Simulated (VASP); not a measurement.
Data:

```
CELL_PARAMETERS angstrom
     -1.65090     1.65090     1.65090
      1.65090    -1.65090     1.65090
      1.65090     1.65090    -1.65090
ATOMIC_POSITIONS crystal
  Nb 0.00000 0.00000 0.00000
```

Level of theory: r2SCAN meta-GGA, VASP's PBE PAW potentials (set 64) (plane waves; VASP). Numerical set-up: 480 eV cut-off, 14×14×14 Γ-centred mesh, first-order Methfessel-Paxton smearing of 0.10 eV, potentials Nb_sv.

Stress in GPa, positive for a compressed cell; the cube axes lie along x, y and z, and the ions stay on their sites.

```
strain                        σxx    σyy    σzz
--------------------------  -----  -----  -----
none                         0.32   0.32   0.32
εyy = -1.5 %, εzz = -1.5 %   4.59   6.28   6.28
εyy = +1.0 %, εzz = +1.0 %  -2.20  -3.32  -3.32
εzz = -1.5 %                 2.32   2.32   4.26
```

Fit C11 and C12 to these rows, and predict the stress for εzz = +4.0 %.

Least squares on Δσ_i = −C11 ε_i − C12 (ε_j + ε_k) over all components shown gives C11 = 255 GPa and C12 = 135 GPa, and so σxx, σyy, σzz = -5.09, -5.09, -9.86 GPa. The run gave -4.79, -4.79, -8.71 GPa; the difference holds the non-linear terms and numerical noise.

Left out are shears, moved atoms, failed runs and, from the fit, strains over 2.5 %.

The compound is Nb in the bcc structure.
